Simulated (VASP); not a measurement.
Input for VASP

### KPOINTS
```
Automatic mesh
0
Gamma
8 8 8
0 0 0
```

File POSCAR:
```
SnTe
1
    0.0000000000     3.1514942008     3.1514942008
    3.1514942008     0.0000000000     3.1514942008
    3.1514942008     3.1514942008     0.0000000000
Sn Te
1 1
Direct
  0.0000000000   0.0000000000   0.0000000000
  0.5000000000   0.5000000000   0.5000000000
```

**INCAR**
```
LREAL = .False.
ALGO = Normal   # blocked Davidson
NELM = 100
LASPH = .True.   # aspherical one-centre terms
ISMEAR = -5   # tetrahedra, Bloechl
LMAXMIX = 4   # l cut-off of mixed one-centre charges
NEDOS = 601   # DOS grid
IVDW = 13   # D4
LORBIT = 11
SYSTEM = SnTe
GGA = PE   # PBE
EDIFF = 1E-7
PREC = Accurate
LCHARG = .True.
ISIF = 2
LWAVE = .False.
ENCUT = 520
```

POTCAR, in this order: Sn_d Te (PBE.64 set). Program: vasp_std.

Task: Translate this PBE-D4 calculation to Ansatz.

Result: One equivalent input (not run):
Ansatz 0.2 input:
```yaml
crystal:
  lattice:
    - [0.0000000, 3.1514942, 3.1514942]
    - [3.1514942, 0.0000000, 3.1514942]
    - [3.1514942, 3.1514942, 0.0000000]
  atoms:
    - { symbol: Sn, position: [0.0000000, 0.0000000, 0.0000000] }
    - { symbol: Te, position: [0.5000000, 0.5000000, 0.5000000] }
kpoints:
  mp_grid: { grid: [8, 8, 8] }
hamiltonian:
  xc: pbe
  dispersion: d4
  pseudopotentials: { kind: paw }
scf:
  occupations: { method: tetrahedron }
  max_iter: 100
output: { forces: true, stress: true, eigenvalues: true }
```
What does not carry over: each code has its own PAW files, so the cut-off isn't converted (ENCUT is set for VASP's; basis.ecutwfc is left out, and Ansatz then takes the one that its files recommend); Ansatz stops its SCF on the density residual and VASP on the energy change (EDIFF).

The compound is SnTe in the rock salt structure, which distorts at low temperature. It was relaxed first.
